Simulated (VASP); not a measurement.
Input:

```
CELL_PARAMETERS angstrom
     -1.59957     1.61830     3.99223
      1.59957    -1.61830     3.99223
      1.59957     1.61830    -3.99223
ATOMIC_POSITIONS crystal
  Si 0.66500 0.66500 0.00000
  Si 0.33500 0.33500 0.00000
  W  0.00000 0.03043 0.03043
```

Computed with PBE GGA, VASP's PBE PAW potentials (set 64) (plane waves; VASP 6.6.1). Settings: 400 eV cut-off, KSPACING 0.2 per Å, first-order Methfessel-Paxton smearing of 0.10 eV, potentials Si W_sv.

Gaps are read on the run's mesh, which can miss a band edge. Unless said otherwise, spin-orbit coupling is left out, though it shifts the bands of the heavy elements here.

Q: Predict the energy per atom (σ→0), pressure, largest force, band gap (on the k-mesh) with the smallest direct gap where there is one.

A: 
```json
{
 "band gap (on the k-mesh)": "none (metal, semimetal or under 0.01 eV)",
 "energy per atom (σ→0)": "-8.250 eV/atom",
 "pressure": "-1.14 GPa",
 "largest_force": "0.03846 Ry/bohr"
}
```

The compound is WSi2 in the MoSi2 type structure. The cell was not relaxed at this level. The run is one of a series of settings (KGAMMA = .FALSE., KSPACING = 0.2, KPOINTS file removed against the base run), some of them coarse on purpose.
